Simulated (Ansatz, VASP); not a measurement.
Zr3AlN4 in VASP and in Ansatz

INCAR

```
PREC = Accurate ; ENCUT = 520
EDIFF = 1E-7 ; ISMEAR = -1
SIGMA = 0.05 ; LREAL = F
LASPH = T ; NELM = 80
ALGO = Normal ; ISIF = 2
LWAVE = F ; LCHARG = F
GGA = PE ; NBANDS = 40
```

Contents of KPOINTS:

```
regular mesh
0
Gamma
  8 8 3
```

File POSCAR:

```
Zr3AlN4
1.0
    3.2149150000      0.0000000000      0.0000000000
    0.0000000000      3.2149150000      0.0000000000
    0.0000000000      0.0000000000      8.9764450000
Zr Al N
3 1 4
Direct
    0.5000000000      0.5000000000      0.2486500000
    0.0000000000      0.0000000000      0.5000000000
    0.5000000000      0.5000000000      0.7513500000
    0.0000000000      0.0000000000      0.0000000000
    0.5000000000      0.5000000000      0.5000000000
    0.0000000000      0.0000000000      0.7748660000
    0.5000000000      0.5000000000      0.0000000000
    0.0000000000      0.0000000000      0.2251340000
```

input.yaml

```yaml
crystal:
  lattice:
    - [3.214915, 0.0, 0.0]
    - [0.0, 3.214915, 0.0]
    - [0.0, 0.0, 8.976445]
  atoms:
    - { symbol: Zr, position: [0.5, 0.5, 0.24865] }
    - { symbol: Zr, position: [0.0, 0.0, 0.5] }
    - { symbol: Zr, position: [0.5, 0.5, 0.75135] }
    - { symbol: Al, position: [0.0, 0.0, 0.0] }
    - { symbol: "N", position: [0.5, 0.5, 0.5] }
    - { symbol: "N", position: [0.0, 0.0, 0.774866] }
    - { symbol: "N", position: [0.5, 0.5, 0.0] }
    - { symbol: "N", position: [0.0, 0.0, 0.225134] }
hamiltonian:
  xc: pbe
  pseudopotentials: { kind: paw }
kpoints:
  mp_grid: { grid: [8, 8, 3] }
scf:
  occupations: { method: fermi_dirac, width: 0.05 }
output:
  forces: true
  stress: true
  eigenvalues: true
```

The cell comes from a database or a generator and needn't be the stable form of this composition.

Alike in both runs: task single point; functional PBE; k mesh 8 × 8 × 3; occupations fermi-dirac, width 0.05 eV; no spin polarisation.

```csv
,VASP,Ansatz
version,VASP 6.6.1,Ansatz 0.2.0
potentials or method,"VASP PAW PBE potentials, release 64 (Zr_sv, Al, N)",Ansatz PAW
plane-wave cutoff (eV),520,420
valence electrons in the cell,59,59
```

Ansatz gave:

| Item | Value |
| --- | --- |
| gap on the k mesh at the Fermi level (eV) | none |
| pressure (GPa) | -3.0 |
| largest component of the traceless stress (GPa) | 0.09 |
| rms of the force components (eV/Å) | 0.046 |

Q: Estimate VASP's values.

A: gap on the k mesh at the Fermi level (eV): none; pressure (GPa): -2.8; largest component of the traceless stress (GPa): 0.06; rms of the force components (eV/Å): 0.043.

Atom by atom the forces differ by 0.003 eV/Å (rms over components). A gap of «none» marks a metal or a gap that the smearing closes. The functional is the same, so the differences come from potentials, cutoffs and numerics.

Caveats: the pressure holds a Pulay correction of +0.4 GPa for the finite cutoff (Ansatz).
